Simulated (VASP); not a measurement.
Consider the following.

```
AgCl
1.0
    0.00000     2.67467     2.67467
    2.67467     0.00000     2.67467
    2.67467     2.67467     0.00000
Ag Cl
1 1
Direct
  0.00000   0.00000   0.00000
  0.50000   0.50000   0.50000
```

These are LDA (Ceperley-Alder, Perdew-Zunger), VASP's LDA PAW potentials (set 64) (plane waves; VASP) values and carry that method's errors. Numerical set-up: 530 eV cut-off, 8×8×8 Γ-centred mesh, Gaussian smearing of 0.050 eV, potentials Ag Cl.

Q: Give the elastic stiffness tensor with the ions relaxed (GPa, in the frame of the cell).

A: 
|  | xx | yy | zz | yz | xz | xy |
|---|---|---|---|---|---|---|
| xx | 101 | 56.5 | 56.5 | 0.0 | 0.0 | 0.0 |
| yy | 56.5 | 101 | 56.5 | 0.0 | 0.0 | 0.0 |
| zz | 56.5 | 56.5 | 101 | 0.0 | 0.0 | 0.0 |
| yz | 0.0 | 0.0 | 0.0 | 4.3 | 0.0 | 0.0 |
| xz | 0.0 | 0.0 | 0.0 | 0.0 | 4.3 | 0.0 |
| xy | 0.0 | 0.0 | 0.0 | 0.0 | 0.0 | 4.3 |

Q: Estimate the Hill bulk modulus, Hill shear modulus, Young's modulus, Poisson's ratio.

A: 
- Hill bulk modulus = 713 kbar
- Hill shear modulus = 8.9 GPa
- Young's modulus = 25.7 GPa
- Poisson's ratio = 0.440

The structure comes from a computed database's AgCl entry (Fm-3m); how it stands against other phases isn't given here. It was relaxed first, which changed the volume by -10 %.
